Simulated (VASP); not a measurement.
Consider the following.

```yaml
crystal:
  lattice:
    - [3.91859, 0.00192, -0.00409]
    - [1.95937, 3.39234, -0.00724]
    - [0.00607, 0.01319, 9.18286]
  atoms:
    - { symbol: In, position: [0.33340, 0.33473, 0.80116] }
    - { symbol: In, position: [0.66660, 0.66527, 0.19884] }
    - { symbol: Se, position: [0.00000, 0.00000, 0.00000] }
    - { symbol: Se, position: [0.33347, 0.33223, 0.34405] }
    - { symbol: Se, position: [0.66653, 0.66777, 0.65595] }
```

Computed with LDA (Ceperley-Alder, Perdew-Zunger), VASP's LDA PAW potentials (set 64) (plane waves; VASP). Numerical set-up: 400 eV cut-off, Gaussian smearing of 0.050 eV, potentials In_d Se.

Question: Give the energies of bands 14 to 25 at the high-symmetry points, in eV from the Fermi level.

Answer: 
```tsv
band	Γ	X	Z	T	V
14	-5.50	-6.23	-6.23	-6.38	-6.38
15	-4.05	-5.51	-5.51	-5.22	-5.22
16	-0.82	-4.72	-4.72	-4.44	-4.44
17	-0.81	-2.52	-2.52	-2.77	-2.77
18	-0.60	-2.20	-2.20	-2.70	-2.70
19	-0.60	-1.81	-1.81	-2.38	-2.38
20	-0.24	-1.38	-1.39	-1.78	-1.78
21	-0.22	-1.10	-1.10	-0.37	-0.36
22	-0.13	-0.70	-0.70	-0.17	-0.16
23	0.69	-0.35	-0.36	0.46	0.46
24	2.96	2.91	2.91	2.12	2.12
25	3.02	3.81	3.80	3.25	3.25
```

It has no gap at this level: it comes out as a metal or semimetal.

The structure comes from a computed database's In2Se3 entry; how it stands against other phases isn't given here. It was relaxed first, which changed the volume by -10 %.
